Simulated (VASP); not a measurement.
Calculation: optB88-vdW, VASP's PBE PAW potentials (set 64) (plane waves; VASP 6.6.1).

Input for VASP

**INCAR**
```
SYSTEM = MgH2
PREC = Accurate; ENCUT = 520; LREAL = F
LASPH = T
EDIFF = 1E-7; NELM = 100; ALGO = Normal
ISMEAR = 0; SIGMA = 0.05
GGA = BO; LUSE_VDW = T; AGGAC = 0.0
PARAM1 = 0.1833333333; PARAM2 = 0.22
IBRION = 2; NSW = 30; ISIF = 4
EDIFFG = -0.01
LWAVE = F; LCHARG = F
```

### POSCAR
```
MgH2
1.0
  4.5731322450   0.0000000000   0.0000000000
  0.0000000000   4.5731322450   0.0000000000
  0.0000000000   0.0000000000   3.0547574836
Mg H
2 4
direct
  0.0000000000   0.0000000000   0.0000000000
  0.5000000000   0.5000000000   0.5000000000
  0.3043043859   0.3043043859   0.0000000000
  0.8043043859   0.1956956141   0.5000000000
  0.1956956141   0.8043043859   0.5000000000
  0.6956956141   0.6956956141   0.0000000000
```

### KPOINTS
```
Automatic mesh
0
G
  5 5 7
```

POTCAR, in this order: Mg H (PBE.64 set). Program: vasp_std.

Problem. What does the run give for the energy per atom (σ→0)?

Solution. 
```yaml
energy per atom (σ→0): -2.551 eV/atom
```

OSZICAR:
```
...
       N       E                     dE             d eps       ncg     rms          rms(c)
DAV:   1    -0.153087430160E+02   -0.99956E-03   -0.34567E-02   496   0.141E+00    0.825E-02
DAV:   2    -0.153087441524E+02   -0.11364E-05   -0.23142E-04   400   0.135E-01    0.514E-02
DAV:   3    -0.153087542934E+02   -0.10141E-04   -0.15031E-04   456   0.878E-02    0.587E-03
DAV:   4    -0.153087549237E+02   -0.63033E-06   -0.26755E-06   464   0.136E-02    0.312E-03
DAV:   5    -0.153087554214E+02   -0.49774E-06   -0.75426E-07   432   0.718E-03    0.311E-04
DAV:   6    -0.153087554332E+02   -0.11826E-07   -0.11557E-08   200   0.101E-03
   3 F= -.15308755E+02 E0= -.15308755E+02  d E =-.187786E-02
```

The compound is MgH2 in the rutile structure. This cell is one point of a volume scan, at 1.06 of the reference volume. Symmetry was kept, so distortions that lower it aren't found.
